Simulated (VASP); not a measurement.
Given:

```
CoSi2
1.0
    0.00000     2.67387     2.67387
    2.67387     0.00000     2.67387
    2.67387     2.67387     0.00000
Co Si
1 2
Direct
  0.00000   0.00000   0.00000
  0.25000   0.25000   0.25000
  0.75000   0.75000   0.75000
```

The numbers are results of rev-vdW-DF2, VASP's PBE PAW potentials (set 64) (plane waves; VASP), not measurements. Settings: 520 eV cut-off, Gaussian smearing of 0.050 eV, potentials Co Si.

Question: Give the energies of bands 2 to 11 at the high-symmetry points, in eV from the Fermi level.

Answer: 
```
band      Γ      X      U      L      W
----  -----  -----  -----  -----  -----
2     -4.07  -7.17  -8.04  -9.23  -8.09
3     -4.07  -6.42  -6.56  -3.57  -6.07
4     -4.07  -3.62  -3.84  -3.57  -5.92
5     -1.90  -3.62  -3.40  -2.16  -2.28
6     -1.90  -1.95  -2.23  -1.62  -2.28
7      0.80  -1.95  -1.76  -1.62  -1.95
8      3.46  -1.90  -1.21  -0.43  -1.44
9      3.46  -1.33  -0.96  -0.43  -0.67
10     3.46   1.61   2.00   2.73   3.68
11     3.52   2.96   5.02   3.46   3.68
```

It has no gap at this level: it comes out as a metal or semimetal.

The compound is CoSi2 in the fluorite structure. It was relaxed first. The run is not spin-polarised, so no magnetic state was tried. The electron count is odd and the run is not spin-polarised, which forces a metal.
